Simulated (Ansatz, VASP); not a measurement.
# Ga2PtSe2S3 (1T-PtSe2 under alpha-Ga2S3 ferroelectric layer, AC): VASP beside Ansatz

Wanted: the spread between two codes on one cell, functional and k mesh. The cell is taken from a series of runs on this material, whose earlier steps may have relaxed, scaled, displaced or heated it; both programs get it as it stands.

Main program and level: Ansatz 0.2.0; plane waves, with VASP 6.6.1 beside it; single point at PBE with D3(BJ).

## 1. Starting point

The cell holds 8 atoms: 2 Se, 1 Pt, 3 S and 2 Ga. Cell: a = 3.653 Å, b = 3.653 Å, c = 29.493 Å, α = 90.0°, β = 90.0°, γ = 120.0°. Vacuum lies along c.

## 2. Ansatz: single point, PBE with D3(BJ)

Ansatz runs on its default PAW (the set named soft_2) files.

With cell and atoms fixed, the geometry can't cause a difference; cores, projectors, grids and the points listed under the comparison can.

Contents of input.yaml:

```yaml
crystal:
  lattice:
    - [3.652750017, 0.0, 0.0]
    - [-1.8263750085, 3.1633743084, 0.0]
    - [0.0, 0.0, 29.4933861244]
  atoms:
    - { symbol: Se, position: [0.6666666667, 0.3333333333, 0.3051531608] }
    - { symbol: Pt, position: [0.0, 0.0, 0.3512755169] }
    - { symbol: Se, position: [0.3333333333, 0.6666666667, 0.3967659666] }
    - { symbol: S, position: [0.6666666667, 0.3333333333, 0.4951073556] }
    - { symbol: Ga, position: [0.0, 0.0, 0.5300965476] }
    - { symbol: S, position: [0.0, 0.0, 0.6048627119] }
    - { symbol: Ga, position: [0.3333333333, 0.6666666667, 0.6565525851] }
    - { symbol: S, position: [0.6666666667, 0.3333333333, 0.6948468392] }
kpoints:
  mp_grid: { grid: [18, 18, 1] }
  band_path:
    path: [[0, 0, 0], [0.5, 0, 0], [0.33333333, 0.33333333, 0], [0, 0, 0]]
    npoints: 16
hamiltonian:
  xc: pbe
  dispersion: d3bj
scf:
  occupations: { method: fermi_dirac, width: 0.02585 }
  convergence: { dr2_threshold: 1.0e-10 }
efield:
  axis: 3
  dipole_correction: true
  ramp_position: 0.97
  ramp_width: 0.06
  amplitude: 0
output:
  dos: { projected: true, e_range: [-6, 5] }
  write_potential: true
  write_density: true
  volumetric_format: npy
  elf: true
```

Run with:

```console
$ ansatz run input.yaml --threads 4 --pin off --max-ram 8192MiB --backend cpu --events-out ev --progress --plain --runs-dir out
```

Numbers of over 12 decimals in the logs are rounded to 6 here.

The log of the run:

```text
Engine: ansatz 0.2.0, x86_64-unknown-linux-gnu
Pseudopotentials: kind: paw
Pseudopotential: Se, paw, valence charge 16, recommended cutoff 420 eV (normal), Se.paw.azcp
Pseudopotential: Pt, paw, valence charge 18, recommended cutoff 420 eV (normal), Pt.paw.azcp
Pseudopotential: S, paw, valence charge 6, recommended cutoff 420 eV (normal), S.paw.azcp
Pseudopotential: Ga, paw, valence charge 13, recommended cutoff 420 eV (normal), Ga.paw.azcp
Functional definition: PBE
  parameter kappa = 0.804
  parameter beta = 0.066725
  exchange = pbe_x(kappa = kappa, mu = beta*pi^2/3)
  correlation = pbe_c(beta = beta)
Crystal: 8 atoms, lattice volume = 340.797 Å³
Basis set: ecut = 420 eV, 6555 PW (Γ)
Bands: 57, of which v1, the nominal top of the filled ones, is band 47 counted from 1 (46 counted from 0)
Symmetry: 6 space group operations
Space group: P3m1 (ITA 156), of the structure as read, at distance tolerance 7.0e-5 Å
k-points: 37 of 324 (time reversal used)
Non-local potential: Se, projectors of the file, l = 0: 2, l = 1: 2, l = 2: 3, l = 3: 1
Non-local potential: Pt, projectors of the file, l = 0: 3, l = 1: 2, l = 2: 2, l = 3: 1
Non-local potential: S, projectors of the file, l = 0: 2, l = 1: 2, l = 2: 2
Non-local potential: Ga, projectors of the file, l = 0: 2, l = 1: 2, l = 2: 3, l = 3: 1
PAW form: soft (Blöchl's): semilocal exchange-correlation on the pseudo side does not see the compensation charge
PAW one-centre angular grid: Se, 590 points (default); XC on 64 Gauss nodes
PAW one-centre angular grid: Pt, 590 points (default); XC on 64 Gauss nodes
PAW one-centre angular grid: S, 110 points (default); XC on 64 Gauss nodes
PAW one-centre angular grid: Ga, 590 points (default); XC on 64 Gauss nodes
Initial density: superposition of atomic densities (neutral atoms: chi_scale 0, normalization atom), corrected by the library's trained network
Initial wavefunctions: pseudopotential atomic-orbital guess
Functional: x = pbe(κ = 0.804, μ = 0.219515), c = pbe(β = 0.066725)
SCF iter   1: F=—  HF=-33739.915684 eV  |F-HF|=—  |Δ(HF+E_count)|=         —  Δρ=1.77e-3  dr2=4.61e-2  ethr=1.77e-3  p=-0.056 e·Å  D=-2.97e-2 V/Å  ΔV_dip=0.88 eV  dr2_dipole=1.01e-2  V_vac-E_F(+/−)=5.72/4.84 eV  ⟨swp⟩=8.6  Hψ=8957  notcnv=0  defer=14
efield: sawtooth ramp at fractional position 0.9700 (set: `efield.ramp_position`, or a place that a band, a saddle search or an elastic batch's reference lends), width 0.0600; the density the first Hamiltonian is built on has a dipole p = -0.056 e·Å; the dipole correction subtracts the counter field D = -2.97e-2 V/Å, which shifts the + side's vacuum level by +0.88 eV against the − side's; the planar-averaged density in the ramp window peaks in size at 1.2e-5 e/Å³
preconditioner: auto → Resta (q_TF=auto, 2.201 Å⁻¹)  ε∞=2.7  [insulator: Δε(μ)=1.399 eV  Ē_g=12.361 eV  σ=0.026 eV  W_gap=1.00  n_scr=74 (ndim 8)  ℏωp=16.3 eV  f_vac=0.509  D(μ)=0.00/eV (n_scr^D=0)  ε∞_Penn≈2.7  vacuum switching on, ρ_ref=1.1e-2 e/Å³]
SCF iter   2: F=—  HF=-33739.914477 eV  |F-HF|=—  |Δ(HF+E_count)|=   1.21e-3  Δρ=1.24e-3  dr2=3.22e-2  ethr=4.90e-5  p=-0.093 e·Å  D=-4.94e-2 V/Å  ΔV_dip=1.46 eV  dr2_dipole=6.52e-3  V_vac-E_F(+/−)=6.30/4.84 eV  ⟨swp⟩=3.1  Hψ=3935  notcnv=0  defer=202
SCF iter   3: F=—  HF=-33739.910631 eV  |F-HF|=—  |Δ(HF+E_count)|=   3.85e-3  Δρ=5.49e-4  dr2=8.30e-4  ethr=3.42e-5  p=-0.077 e·Å  D=-4.07e-2 V/Å  ΔV_dip=1.20 eV  dr2_dipole=4.37e-5  V_vac-E_F(+/−)=6.05/4.85 eV  ⟨swp⟩=2.2  Hψ=2377  notcnv=0  defer=202
SCF iter   4: F=—  HF=-33739.911115 eV  |F-HF|=—  |Δ(HF+E_count)|=   4.84e-4  Δρ=2.77e-4  dr2=3.09e-4  ethr=8.83e-7  p=-0.079 e·Å  D=-4.20e-2 V/Å  ΔV_dip=1.24 eV  dr2_dipole=5.55e-6  V_vac-E_F(+/−)=6.08/4.84 eV  ⟨swp⟩=2.1  Hψ=3124  notcnv=0  defer=198
SCF iter   5: F=—  HF=-33739.911238 eV  |F-HF|=—  |Δ(HF+E_count)|=   1.24e-4  Δρ=9.70e-5  dr2=1.64e-4  ethr=3.28e-7  p=-0.080 e·Å  D=-4.27e-2 V/Å  ΔV_dip=1.26 eV  dr2_dipole=2.13e-5  V_vac-E_F(+/−)=6.09/4.84 eV  ⟨swp⟩=2.0  Hψ=2758  notcnv=0  defer=198
SCF iter   6: F=—  HF=-33739.911241 eV  |F-HF|=—  |Δ(HF+E_count)|=   3.20e-6  Δρ=5.90e-5  dr2=4.02e-5  ethr=1.74e-7  p=-0.080 e·Å  D=-4.22e-2 V/Å  ΔV_dip=1.25 eV  dr2_dipole=7.20e-6  V_vac-E_F(+/−)=6.09/4.84 eV  ⟨swp⟩=2.0  Hψ=2315  notcnv=0  defer=198
SCF iter   7: F=—  HF=-33739.911235 eV  |F-HF|=—  |Δ(HF+E_count)|=   6.17e-6  Δρ=2.94e-5  dr2=2.87e-6  ethr=4.28e-8  p=-0.080 e·Å  D=-4.24e-2 V/Å  ΔV_dip=1.25 eV  dr2_dipole=2.35e-10  V_vac-E_F(+/−)=6.09/4.84 eV  ⟨swp⟩=2.0  Hψ=2340  notcnv=0  defer=198
SCF iter   8: F=—  HF=-33739.911184 eV  |F-HF|=—  |Δ(HF+E_count)|=   5.17e-5  Δρ=9.10e-6  dr2=2.68e-7  ethr=3.06e-9  p=-0.080 e·Å  D=-4.23e-2 V/Å  ΔV_dip=1.25 eV  dr2_dipole=8.87e-10  V_vac-E_F(+/−)=6.09/4.84 eV  ⟨swp⟩=2.0  Hψ=2785  notcnv=0  defer=198
SCF iter   9: F=—  HF=-33739.911184 eV  |F-HF|=—  |Δ(HF+E_count)|=   3.25e-7  Δρ=3.37e-6  dr2=3.06e-8  ethr=2.85e-10  p=-0.080 e·Å  D=-4.23e-2 V/Å  ΔV_dip=1.25 eV  dr2_dipole=1.59e-10  V_vac-E_F(+/−)=6.09/4.84 eV  ⟨swp⟩=2.0  Hψ=3120  notcnv=0  defer=198
SCF iter  10: F=—  HF=-33739.911184 eV  |F-HF|=—  |Δ(HF+E_count)|=   7.42e-8  Δρ=9.43e-7  dr2=3.88e-9  ethr=3.26e-11  p=-0.080 e·Å  D=-4.23e-2 V/Å  ΔV_dip=1.25 eV  dr2_dipole=1.47e-11  V_vac-E_F(+/−)=6.09/4.84 eV  ⟨swp⟩=2.0  Hψ=2949  notcnv=0  defer=198
SCF iter  11: F=—  HF=-33739.911184 eV  |F-HF|=—  |Δ(HF+E_count)|=   3.00e-9  Δρ=4.26e-7  dr2=1.21e-9  ethr=4.13e-12  p=-0.080 e·Å  D=-4.23e-2 V/Å  ΔV_dip=1.25 eV  dr2_dipole=6.61e-11  V_vac-E_F(+/−)=6.09/4.84 eV  ⟨swp⟩=2.0  Hψ=3129  notcnv=0  defer=198
SCF iter  12: F=—  HF=-33739.911184 eV  |F-HF|=—  |Δ(HF+E_count)|=  1.02e-10  Δρ=2.31e-7  dr2=7.47e-10  ethr=1.29e-12  p=-0.080 e·Å  D=-4.23e-2 V/Å  ΔV_dip=1.25 eV  dr2_dipole=1.27e-10  V_vac-E_F(+/−)=6.09/4.84 eV  ⟨swp⟩=2.4  Hψ=3146  notcnv=0  defer=198
SCF iter  13: F=-33739.911184 eV  HF=-33739.911184 eV  |F-HF|=5.82e-11  |Δ(HF+E_count)|=  3.64e-11  Δρ=8.58e-8  dr2=6.55e-11  ethr=1.00e-12  p=-0.080 e·Å  D=-4.23e-2 V/Å  ΔV_dip=1.25 eV  dr2_dipole=3.98e-12  V_vac-E_F(+/−)=6.09/4.84 eV  ⟨swp⟩=11.6  Hψ=6937  notcnv=0
SCF 1 converged in 13 iterations: F = -33739.911184 eV  dr2 = 6.55e-11
  greatest PAW one-centre occupation: 1.000 electrons in one spin orbital (limit 2), on the Pt atom at site 1 (counted from 0), in its partial waves of l = 0
NSCF: frozen V_eff on 49 k-points
efield: sawtooth ramp at fractional position 0.9700 (kept from the solve that this one continues, or follows in the run), width 0.0600; the density the first Hamiltonian is built on has a dipole p = -0.080 e·Å; the dipole correction subtracts the counter field D = -4.23e-2 V/Å, which shifts the + side's vacuum level by +1.25 eV against the − side's; the planar-averaged density in the ramp window peaks in size at 1.0e-5 e/Å³
WARN: The output density's exchange-correlation potential varies sharply where the density is thin. Do not read a vacuum level from v_tot or v_xc, or from such a field of the output density. On a cell that repeats whose density bears no net charge and no dipole along the vacuum's axis use v_es (v_loc + v_h of the components); under efield.dipole_correction with no amplitude use v_es + v_field, which holds any externa [...]
SCF converged after 13 iterations
Free energy (F): -33739.911184 eV
Harris-Foulkes:  -33739.911184 eV  (|F-HF|=5.82e-11)
Internal energy: -33739.911184 eV  (E = F + TS)
E sigma→0 (E₀):  -33739.911184 eV
Fermi energy:    1.529892 eV
Dipole field:    D = -0.042331 V/Å  (p = -0.079724 e·Å, saw-weighted, corrected)
Work function:   Φ+ = 6.0899 eV   Φ− = 4.8415 eV
Levels:          The Fermi level and band energies are counted from a zero that moves with the ramp; work functions are not
--- Per-component energies (eV) ---
  E_band       = -1912.044419
  E_kinetic    = 1425.124640
  E_local      = -112731.782798  (includes V_loc(G=0)·N_el)
  E_nonlocal   = -49.965231
  E_hartree    = 55513.076054
  E_xc         = -897.757964
  E_vxc        = -875.202852  (∫ρ·V_xc dr)
  E_paw        = -19063.348973  (= ΣΔE_a)
  E_vpaw       = -702.315220  (= ΣTr[D̂ρ^β])
  E_aug_tail   = -0.001201  (compensation charges beyond the density's cutoff)
  E_efield     = 0.001687  (sawtooth field / dipole correction)
  E_vefield    = -4.055409  (∫n·V_field dr)
  E_ewald      = 42067.180766
  E_disp       = -2.438163  (pairwise vdW)
  E_smearing   = -0.000000  (= −TS)
  E_closure    = 0.000000  (closes the sum)
  Σ components = -33739.911184   (vs F -33739.911184, Δ=0.00e0)
--- Band table (eV; the first three rows and the last of 37) ---
  k-point 0: bands = [... 43 lower, 0.5099, 0.5099, 0.8008, 0.8008, 2.5187, 3.6527, 3.7351, 3.7351, ... 6 higher]
  k-point 1: bands = [... 43 lower, 0.4940, 0.6258, 0.8023, 0.8063, 2.6947, 3.4869, 3.6798, 3.8143, ... 6 higher]
  k-point 2: bands = [... 43 lower, 0.4048, 0.7107, 0.8039, 0.8129, 2.8490, 3.1679, 3.5455, 4.0970, ... 6 higher]
  k-point 36: bands = [... 43 lower, -1.0451, -0.2543, -0.2228, 0.4526, 2.4140, 2.5952, 3.4630, 4.0505, ... 6 higher]
```

Reading the cycles: dr2 is the Hartree energy of the density residual (eV), the measure of convergence; HF is the Harris–Foulkes estimate of the energy, which meets the free energy F at convergence.

## 3. VASP: single point, PBE with D3(BJ)

The same cell, functional, mesh and smearing now go to VASP, with its own data sets.

Lines of VASP's logs that name or quote its potential files are left out, and so is its time.

Contents of INCAR:

```
SYSTEM = Ga2PtSe2S3
PREC = Accurate
ENCUT = 400
EDIFF = 1E-06
NELM = 120
ISMEAR = -1
SIGMA = 0.02585
LREAL = .FALSE.
ALGO = Normal
GGA = PE
IVDW = 12
NBANDS = 41
LASPH = .TRUE.
LORBIT = 11
LWAVE = .FALSE.
LCHARG = .FALSE.
ISIF = 2
LDIPOL = .TRUE.
IDIPOL = 3
DIPOL = 0.5 0.5 0.506
LVHAR = .TRUE.
GGA_COMPAT = .FALSE.
EFERMI = MIDGAP
NELMDL = -8
KPAR = 2
```

Contents of POSCAR:

```
Ga2PtSe2S3
1.0
    3.6527500170      0.0000000000      0.0000000000
   -1.8263750085      3.1633743084      0.0000000000
    0.0000000000      0.0000000000     29.4933861244
Se Pt S Ga
2 1 3 2
Direct
    0.6666666667      0.3333333333      0.3051531608
    0.3333333333      0.6666666667      0.3967659666
    0.0000000000      0.0000000000      0.3512755169
    0.6666666667      0.3333333333      0.4951073556
    0.0000000000      0.0000000000      0.6048627119
    0.6666666667      0.3333333333      0.6948468392
    0.0000000000      0.0000000000      0.5300965476
    0.3333333333      0.6666666667      0.6565525851
```

Contents of KPOINTS:

```
Automatic mesh
0
Gamma
18 18 1
0 0 0
```

PAW data sets: Se, Pt, S and Ga_d (PBE family, release 64).

Run with:

```console
$ mpirun -np 2 vasp_std
```

The log of the run:

```text
[banner, memory and clock lines left out]
running    2 mpi-ranks, on    1 nodes
 distrk:  each k-point on    1 cores,    2 groups
 distr:  one band on    1 cores,    1 groups

 POSCAR found type information on POSCAR SePtS Ga
 POSCAR found :  4 types and       8 ions
 LDA part: xc-table for (Slater+PW92), standard interpolation
 POSCAR, INCAR and KPOINTS ok, starting setup
 FFT: planning ... GRIDC
 FFT: planning ... GRID_SOFT
 FFT: planning ... GRID
 WAVECAR not read
 entering main loop
       N       E                     dE             d eps       ncg     rms          rms(c)
DAV:   1     0.527196416552E+03    0.52720E+03   -0.24732E+04  3266   0.133E+03
DAV:   2     0.387475416940E+02   -0.48845E+03   -0.46902E+03  3794   0.332E+02
DAV:   3    -0.325591708967E+02   -0.71307E+02   -0.69269E+02  3764   0.129E+02
DAV:   4    -0.369833814187E+02   -0.44242E+01   -0.43779E+01  4364   0.341E+01
DAV:   5    -0.370977484354E+02   -0.11437E+00   -0.11417E+00  4089   0.480E+00
DAV:   6    -0.371030761799E+02   -0.53277E-02   -0.53267E-02  4652   0.104E+00
DAV:   7    -0.371031797204E+02   -0.10354E-03   -0.10353E-03  4148   0.141E-01
DAV:   8    -0.371031825733E+02   -0.28529E-05   -0.28527E-05  4428   0.230E-02    0.166E+01
DAV:   9    -0.355036950247E+02    0.15995E+01   -0.56704E+00  4108   0.308E+01    0.106E+01
DAV:  10    -0.354233699087E+02    0.80325E-01   -0.32501E+00  3789   0.114E+01    0.487E+00
DAV:  11    -0.353266949264E+02    0.96675E-01   -0.40430E-01  3628   0.548E+00    0.142E+00
DAV:  12    -0.353200526109E+02    0.66423E-02   -0.10079E-01  4156   0.176E+00    0.551E-01
DAV:  13    -0.353178270614E+02    0.22255E-02   -0.19169E-02  3700   0.783E-01    0.303E-01
DAV:  14    -0.353180758543E+02   -0.24879E-03   -0.33081E-03  3848   0.448E-01    0.188E-01
[...]
DAV:  21    -0.353183072540E+02   -0.10513E-03   -0.87623E-06  3018   0.903E-03    0.586E-03
DAV:  22    -0.353183207773E+02   -0.13523E-04   -0.99089E-07  2700   0.367E-03    0.646E-03
DAV:  23    -0.353183263097E+02   -0.55325E-05   -0.14309E-07  2281   0.189E-03    0.501E-03
DAV:  24    -0.353183390194E+02   -0.12710E-04   -0.85559E-07  2392   0.240E-03    0.192E-03
DAV:  25    -0.353183415597E+02   -0.25402E-05   -0.18444E-07  2211   0.155E-03    0.924E-04
DAV:  26    -0.353183432673E+02   -0.17076E-05   -0.67718E-08  2280   0.109E-03    0.859E-04
DAV:  27    -0.353183451191E+02   -0.18518E-05   -0.43221E-08  2066   0.102E-03    0.595E-04
DAV:  28    -0.353183457069E+02   -0.58780E-06   -0.14395E-08  1923   0.570E-04
   1 F= -.37756203E+02 E0= -.37756203E+02  d E =-.674027E-12
```

(Continued in part 2 of 2.)

[Lines on the potential files, build, host, timing and source positions are cut from VASP's logs without a mark.]

[Logs are printed without paths, hosts, clocks, repeated set-up lines and the standing remarks that a program may print on its own settings, such as how far it seeks lower states.]

[Hosts, paths, dates, database ids (printed as entryN), source tags and the programs' standing remarks are cut or masked in the printed files.]
